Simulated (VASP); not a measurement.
Input:

```
CELL_PARAMETERS angstrom
      3.48723     0.00000     0.00000
      0.00000     3.48723     0.00000
      0.00000     0.00000    25.19647
ATOMIC_POSITIONS crystal
  Fe 0.00000 0.00000 0.32700
  Fe 0.00000 0.00000 0.46540
  Fe 0.00000 0.00000 0.60380
  Ni 0.50000 0.50000 0.32700
  Ni 0.00000 0.50000 0.39620
  Ni 0.50000 0.00000 0.39620
  Ni 0.50000 0.50000 0.46540
  Ni 0.00000 0.50000 0.53460
  Ni 0.50000 0.00000 0.53460
  Ni 0.50000 0.50000 0.60380
  Ni 0.00000 0.50000 0.67300
  Ni 0.50000 0.00000 0.67300
```
Starting moments (μB, in the order of the record's atoms Fe Fe Fe Ni Ni Ni Ni Ni Ni Ni Ni Ni): 3.0 3.0 3.0 0.7 0.7 0.7 0.7 0.7 0.7 0.7 0.7 0.7.

Level of theory: PBEsol GGA, VASP's PBE PAW potentials (set 64) (plane waves; VASP). Settings: PREC = Normal, EDIFF = 1E-5, 400 eV cut-off, 8×8×1 Γ-centred mesh, first-order Methfessel-Paxton smearing of 0.10 eV, potentials Fe Ni.

Q: The ions are relaxed. Which structure does the run end with?

A: 
```
CELL_PARAMETERS angstrom
      3.48723     0.00000     0.00000
      0.00000     3.48723     0.00000
      0.00000     0.00000    25.19647
ATOMIC_POSITIONS crystal
  Fe 0.00000 0.00000 0.32668
  Fe 0.00000 0.00000 0.46583
  Fe 0.00000 0.00000 0.60577
  Ni 0.50000 0.50000 0.33025
  Ni 0.00000 0.50000 0.39628
  Ni 0.50000 0.00000 0.39628
  Ni 0.50000 0.50000 0.46581
  Ni 0.00000 0.50000 0.53463
  Ni 0.50000 0.00000 0.53463
  Ni 0.50000 0.50000 0.60362
  Ni 0.00000 0.50000 0.67010
  Ni 0.50000 0.00000 0.67010
``` The cell ends with 14.00 μB, on the sites 3.00 2.81 2.71 0.63 0.58 0.58 0.59 0.60 0.60 0.58 0.65 0.65 μB.

Q: How much energy does the relaxation gain?

A: The energy (σ→0) changes by -7.5 meV/atom, in 12 ionic steps.

The cell is a thin slab with vacuum, built from Ni3Fe (L1_2): (100) face.
